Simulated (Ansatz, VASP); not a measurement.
# Cross-check of HgSb between VASP and Ansatz, part 2 of 2

Wanted: the spread between two codes on one cell, functional and k mesh. The cell is invented: As first built, before any earlier steps moved the atoms (in the runner's words): it takes the LaHg structure with some of its atoms replaced by other elements, volume scaled by an estimate. It may not be a known or stable phase. The cell is taken from a series of VASP runs on this material, whose earlier steps may have relaxed, scaled or displaced it; both programs get it as it stands.

VASP 6.6.1 and Ansatz 0.2.0.

So far: The starting structure; VASP: zone-centre phonons, PBEsol with D3(BJ).

## Step 3: Ansatz: zone-centre phonons, PBEsol with D3(BJ)

Level of this step: Ansatz beside VASP: Kohn-Sham DFT, plane waves, PBEsol with D3(BJ) (Ansatz).

Ansatz runs on its default PAW (the set named soft_2) files.

The same cell, functional, mesh and smearing now go to Ansatz, which takes its cutoff from its data sets.

Input file input.yaml:

```yaml
crystal:
  lattice:
    - [3.6045415904, 0.0, 0.0]
    - [0.0, 3.6045415904, 0.0]
    - [0.0, 0.0, 3.6045415904]
  atoms:
    - { symbol: Hg, position: [0.5, 0.5, 0.5] }
    - { symbol: Sb, position: [0.0, 0.0, 0.0] }
hamiltonian:
  xc: pbesol
  pseudopotentials: { kind: paw }
  dispersion: d3bj
kpoints:
  mp_grid: { grid: [5, 5, 5] }
scf:
  occupations: { method: fermi_dirac, width: 0.05 }
phonons:
  method: dfpt
  qpoints: [[0, 0, 0]]
```

On the command line:

```
$ ansatz run input.yaml --threads 4 --pin off --max-ram 9216MiB --backend cpu --events-out ev --progress --plain --runs-dir out
```

Numbers of over 12 decimals in the logs are rounded to 6 here.

The log of the run:

```text
Engine: ansatz 0.2.0, aarch64-unknown-linux-gnu
Pseudopotentials: kind: paw
Pseudopotential: Hg, paw, valence charge 20, recommended cutoff 420 eV (normal), Hg.paw.azcp
Pseudopotential: Sb, paw, valence charge 15, recommended cutoff 420 eV (normal), Sb.paw.azcp
Functional definition: PBEsol
  exchange = pbesol_x
  correlation = pbesol_c
Crystal: 2 atoms, lattice volume = 46.833 Å³
Basis set: ecut = 420 eV, 925 PW (Γ), exchange–correlation on 50×50×50 points (8 copies of the dense FFT grid, shifted against one another)
Bands: 22, of which v1, the nominal top of the filled ones, is band 18 counted from 1 (17 counted from 0)
Symmetry: 48 space group operations
k-points: 18 of 125 (irreducible under 8 space group operations, time reversal used)
Non-local potential: Hg, projectors of the file, l = 0: 3, l = 1: 2, l = 2: 2, l = 3: 1
Non-local potential: Sb, projectors of the file, l = 0: 2, l = 1: 2, l = 2: 2, l = 3: 2
PAW form: soft (Blöchl's): semilocal exchange-correlation on the pseudo side does not see the compensation charge
PAW frozen core: Hg, regenerated for the run's functional, and the local potential with it (the file was generated under x = pbe(κ = 0.804, μ = 0.219515), c = pbe(β = 0.066725))
PAW frozen core: Sb, regenerated for the run's functional, and the local potential with it (the file was generated under x = pbe(κ = 0.804, μ = 0.219515), c = pbe(β = 0.066725))
PAW one-centre angular grid: Hg, 590 points (default); XC on 64 Gauss nodes
PAW one-centre angular grid: Sb, 590 points (default); XC on 64 Gauss nodes
Initial density: superposition of atomic densities (neutral atoms: chi_scale 0, normalization atom), corrected by the library's trained network
Initial wavefunctions: pseudopotential atomic-orbital guess
Functional: x = pbesol(κ = 0.804, μ = 0.123457), c = pbesol(β = 0.046)
SCF iter   1: F=—  HF=-20076.807687 eV  |F-HF|=—  |Δ(HF+E_count)|=         —  Δρ=3.66e-3  dr2=6.08e-3  ethr=1.77e-3  ⟨swp⟩=6.4  Hψ=1794  notcnv=0
preconditioner: auto → Resta (q_TF=auto, 2.599 Å⁻¹)  ε∞=5.2  [insulator: Δε(μ)=0.306 eV  Ē_g=10.905 eV  σ=0.050 eV  W_gap=0.52  n_scr=18 (ndim 8)  ℏωp=22.4 eV  f_vac=0.000  D(μ)=1.93/eV (n_scr^D=18)  ε∞_Penn≈5.2]
SCF iter   2: F=—  HF=-20076.805155 eV  |F-HF|=—  |Δ(HF+E_count)|=   2.53e-3  Δρ=1.70e-3  dr2=1.56e-3  ethr=1.74e-5  ⟨swp⟩=2.5  Hψ=800  notcnv=0  defer=4
SCF iter   3: F=—  HF=-20076.804623 eV  |F-HF|=—  |Δ(HF+E_count)|=   5.31e-4  Δρ=3.26e-4  dr2=7.33e-5  ethr=4.47e-6  ⟨swp⟩=2.3  Hψ=592  notcnv=0  defer=4
SCF iter   4: F=—  HF=-20076.804600 eV  |F-HF|=—  |Δ(HF+E_count)|=   2.28e-5  Δρ=5.21e-5  dr2=8.30e-7  ethr=2.09e-7  ⟨swp⟩=1.9  Hψ=490  notcnv=0  defer=4
SCF iter   5: F=—  HF=-20076.804601 eV  |F-HF|=—  |Δ(HF+E_count)|=   4.37e-7  Δρ=1.77e-5  dr2=1.13e-7  ethr=2.37e-9  ⟨swp⟩=2.0  Hψ=636  notcnv=0  defer=4
SCF iter   6: F=—  HF=-20076.804601 eV  |F-HF|=—  |Δ(HF+E_count)|=   4.06e-9  Δρ=4.69e-6  dr2=7.94e-9  ethr=3.24e-10  ⟨swp⟩=2.4  Hψ=638  notcnv=0  defer=4
SCF iter   7: F=—  HF=-20076.804601 eV  |F-HF|=—  |Δ(HF+E_count)|=  3.09e-10  Δρ=7.68e-7  dr2=1.89e-10  ethr=2.27e-11  ⟨swp⟩=2.0  Hψ=652  notcnv=0  defer=4
SCF iter   8: F=-20076.804601 eV  HF=-20076.804601 eV  |F-HF|=7.28e-12  |Δ(HF+E_count)|=  1.09e-11  Δρ=1.31e-7  dr2=4.96e-12  ethr=1.00e-12  ⟨swp⟩=4.9  Hψ=1970  notcnv=0
SCF 1 converged in 8 iterations: F = -20076.804601 eV  dr2 = 4.96e-12
  greatest PAW one-centre occupation: 1.000 electrons in one spin orbital (limit 2), on the Hg atom at site 0 (counted from 0), in its partial waves of l = 0
DFPT response loops at Γ: preconditioner auto → Kerker (q_TF=auto, 2.599 Å⁻¹) (partly filled bands, converged f_vac=0.000); β = 1.00, the filter's whole step (`scf.mixing.beta` (0.50) is not read by the response loops under this deck's `scf.mixing.preconditioner`; to damp them name `kerker` or `kerker_dos`, under which they read `scf.mixing.beta`, and type it under 1.00, their step now; both keys bind the ground state too); Broyden in place of MSR1
SCF converged after 8 iterations
Free energy (F): -20076.804601 eV
Harris-Foulkes:  -20076.804601 eV  (|F-HF|=7.28e-12)
Internal energy: -20076.791047 eV  (E = F + TS)
E sigma→0 (E₀):  -20076.797824 eV
Entropy (-TS):   -0.013554 eV (-6.777 meV/atom)
Fermi energy:    14.563720 eV
--- Per-component energies (eV) ---
  E_band       = -504.585083
  E_kinetic    = 813.185944
  E_local      = -3876.063294  (includes V_loc(G=0)·N_el)
  E_nonlocal   = 438.708196
  E_hartree    = 1708.022437
  E_xc         = -358.036144
  E_vxc        = -360.384055  (∫ρ·V_xc dr)
  E_paw        = -14299.113588  (= ΣΔE_a)
  E_vpaw       = -936.077771  (= ΣTr[D̂ρ^β])
  E_aug_tail   = 0.000885  (compensation charges beyond the density's cutoff)
  E_ewald      = -4503.153039
  E_disp       = -1.002952  (pairwise vdW)
  E_core_change = 0.660508  (= ΣΔE_core)
  E_smearing   = -0.013554  (= −TS)
  E_closure    = -0.000000  (closes the sum)
  Σ components = -20076.804601   (vs F -20076.804601, Δ=0.00e0)
--- Band table (eV; the first three rows and the last of 18) ---
  k-point 0: bands = [... 14 lower, 7.6281, 13.6484, 14.2002, 14.2002, 14.2002, 20.2349, 20.2349, 25.9773]
  k-point 1: bands = [... 14 lower, 7.6330, 10.7535, 14.8674, 14.8674, 15.9652, 20.2463, 22.2096, 23.6920]
  k-point 2: bands = [... 14 lower, 7.6410, 8.6996, 16.4074, 16.4074, 17.4064, 19.7085, 20.2687, 20.7463]
  k-point 17: bands = [... 14 lower, 7.9215, 11.0145, 13.0368, 13.0368, 13.7540, 16.2187, 16.2187, 18.2234]
--- Phonons (Γ-DFPT): 2 representative perturbations + reference, on 18 of 125 k-points (Σ response iterations 6) ---
  k mesh reduced under 8 symmetry operations, with k and −k counted as one. Each operation leaves every solved perturbation unchanged. A smaller set is not used because it would not reduce the number of displacements times k-points to solve
  ASR residual: 5.473e-5 → 0.000e0 eV/Å²; symmetrization residual: 4.317e-5 eV/Å²
  pairwise dispersion correction: d3bj (s6 = 1.0, s8 = 2.9491, a1 = 0.4466, a2_bohr = 6.1742), with the weights of each atom's references fixed at the reference crystal's, and the forces and stress that the weights' published response gives there kept as a pressure on the atom's counted neighbours (hamiltonian.dispersion)
  ASR residual per site (eV/Å²): 5.47e-5 4.94e-5
  Γ frequencies (cm⁻¹): 0.00 0.00 0.00 85.29 85.29 85.29
  non-analytic LO–TO correction: not included (Born effective charges unavailable; polar crystals: no LO–TO splitting at Γ)
--- Phonons (arbitrary-q DFPT): 1 explicit q-point ---
  q = [0, 0, 0] (of the zone-centre solve; hermiticity 4.26e-5, symmetrization 7.20e-13): -0.00 0.00 0.00 85.29 85.29 85.29
  sum rule: each row above includes the acoustic sum rule's correction from the zone centre's row sums; it moved no ω² by more than (0.33 cm⁻¹)²
```

The job ended after 2.3 s (4 threads of Arm Neoverse V2, shared host; peak memory 0.4 GiB; 7.4 s of CPU time).

Reading the cycles: dr2 is the Hartree energy of the density residual (eV), the measure of convergence; HF is the Harris–Foulkes estimate of the energy, which meets the free energy F at convergence.

## Step 4: Side by side

Known differences besides the potentials themselves: the data sets hold 35 valence electrons in Ansatz (default PAW (the set named soft_2) files) and 17 in VASP; the cutoff is 420 eV in Ansatz and 400 eV in VASP; Ansatz makes its cores anew for this functional, VASP keeps those of its PBE data sets; VASP leaves aspherical gradient terms in its spheres out (LASPH is not set), Ansatz keeps them; Ansatz takes the dispersion share of the force constants at frozen C6 weights, VASP differentiates the full forces; VASP uses finite displacements, Ansatz perturbation theory. Total energies have different zeros and are not compared.

Both answers:

```tsv
quantity	Ansatz	VASP	difference
optical mode 1 to 3 (cm⁻¹)	85.3	86.3	-1.18 %
```

Modes are paired by rising frequency and degeneracy, not by their patterns, so a pair may still set unlike modes beside each other.

## Step 5: What came out

```
r.m.s. difference of the optical zone-centre modes, each program's sorted by frequency (zone-centre phonons, PBEsol with D3(BJ)) : 1.0 cm⁻¹
difference in optical mode 1 to 3 (zone-centre phonons, PBEsol with D3(BJ))                                                      : -1.2 %
```

What this shows: The r.m.s. difference of the optical zone-centre modes, each program's sorted by frequency is 1.0 cm⁻¹ (zone-centre phonons, PBEsol with D3(BJ)). Among the rows given in per cent, the largest difference of the zone-centre phonons, PBEsol with D3(BJ) pair is in optical mode 1 to 3, -1.2 %. How closely two codes agree says nothing of how well the functional describes the real material.

[Lines on the potential files, build, host, timing and source positions are cut from VASP's logs without a mark.]

[Logs are printed without paths, hosts, clocks, repeated set-up lines and the standing remarks that a program may print on its own settings, such as how far it seeks lower states.]

[Hosts, paths, dates, database ids (printed as entryN), source tags and the programs' standing remarks are cut or masked in the printed files.]
